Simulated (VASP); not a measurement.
Input:

```
Co
1.0
    1.24696    -2.15979     0.00000
    1.24696     2.15979     0.00000
    0.00000     0.00000     4.02218
Co
2
Direct
  0.33333   0.66667   0.25000
  0.66667   0.33333   0.75000
```
Starting moments (μB, in the order of the record's atoms Co Co): 1.6 1.6.

Computed with PW91 GGA, VASP's PBE PAW potentials (set 64) (plane waves; VASP 6.6.1). Numerical set-up: 520 eV cut-off, Gaussian smearing of 0.050 eV, potentials Co.

Give the spin-up energies of bands 1 to 12 at the high-symmetry points, in eV from the Fermi level.

```
band      Γ      M      K      A      L      H
----  -----  -----  -----  -----  -----  -----
1     -8.85  -4.68  -4.22  -6.60  -4.90  -3.76
2     -5.06  -4.67  -3.85  -6.60  -4.90  -3.76
3     -2.51  -4.37  -3.85  -2.82  -3.67  -3.62
4     -2.50  -2.67  -3.56  -2.82  -3.67  -3.62
5     -2.50  -2.44  -2.76  -2.58  -1.71  -2.85
6     -2.19  -2.42  -2.76  -2.58  -1.71  -2.85
7     -2.19  -2.09  -1.82  -2.58  -0.97  -1.80
8     -1.84  -0.60  -0.83  -2.58  -0.97  -1.80
9     -1.84  -0.49  -0.83  -1.04  -0.51  -0.68
10    -0.72  -0.45  -0.70  -1.04  -0.51  -0.68
11    -0.72   1.39   4.56  -1.04   1.67   5.77
12     0.03   3.39   5.35  -1.04   1.67   5.77
```

Give the spin-down energies of bands 1 to 12 at the high-symmetry points, in eV from the Fermi level.

| band | Γ | M | K | A | L | H |
|---|---|---|---|---|---|---|
| 1 | -8.82 | -3.84 | -3.01 | -6.50 | -3.95 | -2.57 |
| 2 | -4.16 | -3.55 | -2.84 | -6.50 | -3.95 | -2.57 |
| 3 | -0.99 | -3.24 | -2.84 | -1.53 | -2.37 | -2.52 |
| 4 | -0.98 | -1.80 | -2.63 | -1.53 | -2.37 | -2.52 |
| 5 | -0.98 | -1.16 | -1.38 | -1.05 | -0.10 | -1.72 |
| 6 | -0.62 | -1.03 | -1.38 | -1.05 | -0.10 | -1.72 |
| 7 | -0.62 | -0.62 | -0.33 | -1.05 | 0.28 | -0.21 |
| 8 | -0.22 | 1.14 | 0.88 | -1.05 | 0.28 | -0.21 |
| 9 | -0.22 | 1.28 | 0.88 | 0.67 | 1.24 | 1.04 |
| 10 | 0.00 | 1.30 | 1.04 | 0.67 | 1.24 | 1.04 |
| 11 | 1.01 | 2.54 | 5.29 | 0.67 | 2.24 | 6.38 |
| 12 | 1.01 | 4.32 | 6.08 | 0.67 | 2.24 | 6.38 |

It has no gap at this level: it comes out as a metal or semimetal.

The compound is Co in the hcp structure. It was relaxed first.
